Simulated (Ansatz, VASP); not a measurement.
# GeF2 in two plane-wave programs, part 3 of 3

Wanted: the spread between two codes on one cell, functional and k mesh. The cell is generated by rule, not measured, and may not be a known phase. The cell is taken from a series of VASP runs on this material, whose earlier steps may have relaxed, scaled or displaced it; both programs get it as it stands.

VASP 6.6.1 and Ansatz 0.2.0.

So far: Starting point; Ansatz: zone-centre phonons, LDA; VASP: zone-centre phonons, LDA.

### 3. VASP: zone-centre phonons, LDA (continued)

Level of this step: LDA; plane waves and PAW (Ge_d, F); invented cell (VASP).

Numbers of over 12 decimals in the logs are rounded to 6 here.

From OUTCAR (step 3):

```text
ion  position               nearest neighbor table
   1  0.000  0.000  0.000-   3 2.14   3 2.14   3 2.14   2 2.14   3 2.14   2 2.14   2 2.14   2 2.14

  LATTYP: Found a face centered cubic cell.
 ALAT       =     4.9476600000

 Subroutine GETGRP returns: Found 48 space group operations
 (whereof 48 operations were pure point group operations)

The static configuration has the point symmetry O_h .

 Found    104 irreducible k-points:

   k-points           NKPTS =    104   k-points in BZ     NKDIM =    104   number of bands    NBANDS=     20

   dimension x,y,z NGX =    28 NGY =   28 NGZ =   28
   dimension x,y,z NGXF=    56 NGYF=   56 NGZF=   56

   ENCUT  =  520.0 eV  38.22 Ry    6.18 a.u.   6.50  6.50  6.50*2*pi/ulx,y,z

   NELECT =      28.0000    total number of electrons

 k-points in reciprocal lattice and weights: Automatic mesh
   0.00000000  0.00000000  0.00000000       0.000
   0.07142857  0.00000000  0.00000000       0.003
   0.14285714  0.00000000  0.00000000       0.003
   0.21428571  0.00000000  0.00000000       0.003
   0.28571429  0.00000000  0.00000000       0.003
   0.35714286  0.00000000  0.00000000       0.003
   0.42857143  0.00000000  0.00000000       0.003
   0.50000000  0.00000000  0.00000000       0.001
   0.07142857  0.07142857  0.00000000       0.002
[...]
-0.28571429  0.42857143  0.21428571       0.009
  -0.28571429  0.50000000  0.21428571       0.004

 average (electrostatic) potential at core
       1 -73.5187       2 -74.2209       3 -74.2209

  Total        8.8085784      8.8085784      8.8085784      0.0000000      0.0000000     -0.0000000
  in kB      466.0975851    466.0975851    466.0975851      0.0000000      0.0000000     -0.0000000
  external PRESSURE =     466.0975851 kB  Pullay stress =       0.0000000 kB

  energy-cutoff  :      520.00
  volume of cell :       30.28
      direct lattice vectors                 reciprocal lattice vectors
     0.000000000  2.473830000  2.473830000    -0.202115748  0.202115748  0.202115748
     2.473830000  0.000000000  2.473830000     0.202115748 -0.202115748  0.202115748
     2.473830000  2.473830000  0.000000000     0.202115748  0.202115748 -0.202115748

 POSITION                                       TOTAL-FORCE (eV/Angst)
 -----------------------------------------------------------------------------------
      0.00000      0.00000      0.00000        -0.000000      0.000000     -0.000000
      1.23691      1.23691      1.23691        -0.000000     -0.000000     -0.000000
      3.71075      3.71075      3.71075         0.000000      0.000000      0.000000
 -----------------------------------------------------------------------------------
    total drift:                                0.000000      0.000000      0.000000

 MACROSCOPIC STATIC DIELECTRIC TENSOR (including local field effects in DFT)
 ------------------------------------------------------
           4.179457    -0.000000     0.000000
          -0.000000     4.179457    -0.000000
          -0.000000    -0.000000     4.179457
 ------------------------------------------------------

 PIEZOELECTRIC TENSOR (including local field effects)  for field in x, y, z        (C/m^2)
          XX          YY          ZZ          XY          YZ          ZX
  --------------------------------------------------------------------------------
  x     0.00000     0.00000     0.00000     0.00000     0.00000     0.00000
  y     0.00000     0.00000     0.00000     0.00000     0.00000     0.00000
  z     0.00000     0.00000     0.00000     0.00000     0.00000     0.00000

 BORN EFFECTIVE CHARGES (including local field effects) (in |e|, cummulative output)
 ---------------------------------------------------------------------------------
 ion    1
    1     3.82968     0.00000     0.00000
    2     0.00000     3.82968     0.00000
    3     0.00000     0.00000     3.82968
 ion    2
    1    -1.91484     0.00000     0.00000
    2     0.00000    -1.91484     0.00000
    3     0.00000     0.00000    -1.91484
 ion    3
    1    -1.91484     0.00000     0.00000
    2     0.00000    -1.91484     0.00000
    3     0.00000     0.00000    -1.91484

 Eigenvectors and eigenvalues of the dynamical matrix
 ----------------------------------------------------

   1 f  =   11.928971 THz    74.951933 2PiTHz  397.907629 cm-1    49.334236 meV
             X         Y         Z           dx          dy          dz
      0.000000  0.000000  0.000000     0.000000    0.000000    0.000000
      1.236915  1.236915  1.236915     0.029769    0.706480    0.000000
      3.710745  3.710745  3.710745    -0.029769   -0.706480   -0.000000

   2 f  =   11.928971 THz    74.951933 2PiTHz  397.907629 cm-1    49.334236 meV
             X         Y         Z           dx          dy          dz
      0.000000  0.000000  0.000000    -0.000000   -0.000000   -0.000000
      1.236915  1.236915  1.236915    -0.000000   -0.000000    0.707107
      3.710745  3.710745  3.710745     0.000000    0.000000   -0.707107

   3 f  =   11.928971 THz    74.951933 2PiTHz  397.907629 cm-1    49.334236 meV
             X         Y         Z           dx          dy          dz
      0.000000  0.000000  0.000000     0.000000   -0.000000   -0.000000
      1.236915  1.236915  1.236915    -0.706480    0.029769    0.000000
      3.710745  3.710745  3.710745     0.706480   -0.029769    0.000000

   4 f  =    5.240159 THz    32.924890 2PiTHz  174.792888 cm-1    21.671546 meV
             X         Y         Z           dx          dy          dz
      0.000000  0.000000  0.000000    -0.021857   -0.100888   -0.579865
      1.236915  1.236915  1.236915     0.021207    0.097884    0.562600
      3.710745  3.710745  3.710745     0.021207    0.097884    0.562600

   5 f  =    5.240159 THz    32.924890 2PiTHz  174.792888 cm-1    21.671546 meV
             X         Y         Z           dx          dy          dz
      0.000000  0.000000  0.000000     0.541798   -0.230151    0.019620
      1.236915  1.236915  1.236915    -0.525667    0.223298   -0.019036
      3.710745  3.710745  3.710745    -0.525667    0.223298   -0.019036

   6 f  =    5.240159 THz    32.924890 2PiTHz  174.792888 cm-1    21.671546 meV
             X         Y         Z           dx          dy          dz
      0.000000  0.000000  0.000000     0.229949    0.532683   -0.101347
      1.236915  1.236915  1.236915    -0.223103   -0.516824    0.098330
      3.710745  3.710745  3.710745    -0.223103   -0.516824    0.098330

   7 f/i=    0.018593 THz     0.116820 2PiTHz    0.620180 cm-1     0.076892 meV
             X         Y         Z           dx          dy          dz
      0.000000  0.000000  0.000000    -0.421514    0.631872    0.275977
      1.236915  1.236915  1.236915    -0.217225    0.325631    0.142223
      3.710745  3.710745  3.710745    -0.217225    0.325631    0.142223

   8 f/i=    0.018593 THz     0.116820 2PiTHz    0.620180 cm-1     0.076892 meV
             X         Y         Z           dx          dy          dz
      0.000000  0.000000  0.000000    -0.212848    0.188422   -0.756501
      1.236915  1.236915  1.236915    -0.109690    0.097102   -0.389858
      3.710745  3.710745  3.710745    -0.109690    0.097102   -0.389858

   9 f/i=    0.018593 THz     0.116820 2PiTHz    0.620180 cm-1     0.076892 meV
             X         Y         Z           dx          dy          dz
      0.000000  0.000000  0.000000     0.655837    0.467263   -0.068144
      1.236915  1.236915  1.236915     0.337981    0.240801   -0.035118
      3.710745  3.710745  3.710745     0.337981    0.240801   -0.035118

 MACROSCOPIC STATIC DIELECTRIC TENSOR IONIC CONTRIBUTION
 ------------------------------------------------------
          31.125063     0.000000     0.000000
           0.000000    31.125063     0.000000
           0.000000     0.000000    31.125063
 ------------------------------------------------------

 ELASTIC MODULI CONTR FROM IONIC RELAXATION (kBar)
 Direction    XX          YY          ZZ          XY          YZ          ZX
 --------------------------------------------------------------------------------
 XX          -0.0000     -0.0000      0.0000     -0.0000      0.0000      0.0000
 YY          -0.0000     -0.0000      0.0000     -0.0000      0.0000      0.0000
 ZZ           0.0000      0.0000     -0.0000      0.0000     -0.0000     -0.0000
 XY          -0.0000     -0.0000      0.0000   -810.3398      0.0000      0.0000
 YZ           0.0000      0.0000     -0.0000      0.0000   -810.3398     -0.0000
 ZX           0.0000      0.0000     -0.0000      0.0000     -0.0000   -810.3398
 --------------------------------------------------------------------------------

 PIEZOELECTRIC TENSOR IONIC CONTR  for field in x, y, z        (C/m^2)
          XX          YY          ZZ          XY          YZ          ZX
  --------------------------------------------------------------------------------
  x    -0.00000    -0.00000    -0.00000     0.00000     0.00000     0.00000
  y    -0.00000     0.00000     0.00000    -0.00000     0.00000     0.00000
  z    -0.00000    -0.00000    -0.00000     0.00000     0.00000     0.00000
```

The gap is read on the k-mesh alone, so it is an upper bound where the band edges lie off the mesh. Energies printed during the response cycles are not total energies of the cell.

### 4. Comparison

Known differences besides the potentials themselves: the two LDA forms differ slightly; the cutoff is 420 eV in Ansatz and 520 eV in VASP; VASP's log shows a relativistic correction to its local exchange, Ansatz's none. Total energies have different zeros and are not compared.

The two programs side by side:

```
                                     quantity  Ansatz   VASP  difference
                                        ε∞ xx    4.18   4.18     +0.02 %
                                        ε∞ yy    4.18   4.18     +0.02 %
                                        ε∞ zz    4.18   4.18     +0.02 %
Born charge of Ge1 (mean of the diagonal) (e)    3.84   3.83       +0.01
 Born charge of F2 (mean of the diagonal) (e)   -1.92  -1.91        0.00
                   optical mode 1 to 3 (cm⁻¹)   161.7  174.8     -7.49 %
                   optical mode 4 to 6 (cm⁻¹)   394.1  397.9     -0.97 %
```

Modes are paired by rising frequency and degeneracy, not by their patterns, so a pair may still set unlike modes beside each other.

### 5. What the set-up changes

Further runs change the set-up of one program: Ansatz's method, potentials or start, or VASP's data sets, cutoff or form of LDA. The table gives Ansatz less VASP for each quantity, since a change that brings one quantity closer may part another.

```
                                        run  ε∞ xx (%)  ε∞ yy (%)  ε∞ zz (%)  optical mode 1 to 3 (%)  optical mode 4 to 6 (%)  Born charge of Ge1 (mean of the diagonal) (e)
                                   as above      0.015      0.015      0.015                     -7.5                    -0.97                                         0.0082
                       cores kept as stored      0.089      0.089      0.089                     -7.2                    -0.90                                          0.010
          Ansatz's all-electron LAPW method                                                      -6.8                    -0.66                                               
norm-conserving potentials (cutoff 1143 eV)      -0.71      -0.71      -0.71                     -4.8                    -0.79                                         -0.014
```

### 6. What came out

```json
{"r.m.s. difference of the optical zone-centre modes, each program's sorted by frequency (zone-centre phonons, LDA)": "9.7 cm⁻¹", "difference in optical mode 1 to 3 (zone-centre phonons, LDA)": "-7.5 %"}
```

**Reading.** The r.m.s. difference of the optical zone-centre modes, each program's sorted by frequency is 9.7 cm⁻¹ (zone-centre phonons, LDA). Among the rows given in per cent, the largest difference of the zone-centre phonons, LDA pair is in optical mode 1 to 3, -7.5 %. Zone-centre phonons, LDA, cores kept as stored: the difference in ε∞ xx goes from 0.015 to 0.089 %; the difference in ε∞ yy goes from 0.015 to 0.089 %; the difference in ε∞ zz goes from 0.015 to 0.089 %. Zone-centre phonons, LDA, Ansatz's all-electron LAPW method: the difference in optical mode 4 to 6 goes from -0.97 to -0.66 %. Zone-centre phonons, LDA, norm-conserving potentials (cutoff 1143 eV): the difference in ε∞ xx goes from 0.015 to -0.71 %; the difference in ε∞ yy goes from 0.015 to -0.71 %; the difference in ε∞ zz goes from 0.015 to -0.71 %; the difference in optical mode 1 to 3 goes from -7.5 to -4.8 %; the difference in Born charge of Ge1 (mean of the diagonal) goes from 0.0082 to -0.014 e. 1 further run of this series is not shown here. Such differences can come from data sets, numerical settings and the points named under the comparisons, not from the functional's error against experiment.

[Lines on the potential files, build, host, timing and source positions are cut from VASP's logs without a mark.]

[Logs are printed without paths, hosts, clocks, repeated set-up lines and the standing remarks that a program may print on its own settings, such as how far it seeks lower states.]

[Hosts, paths, dates, database ids (printed as entryN), source tags and the programs' standing remarks are cut or masked in the printed files.]
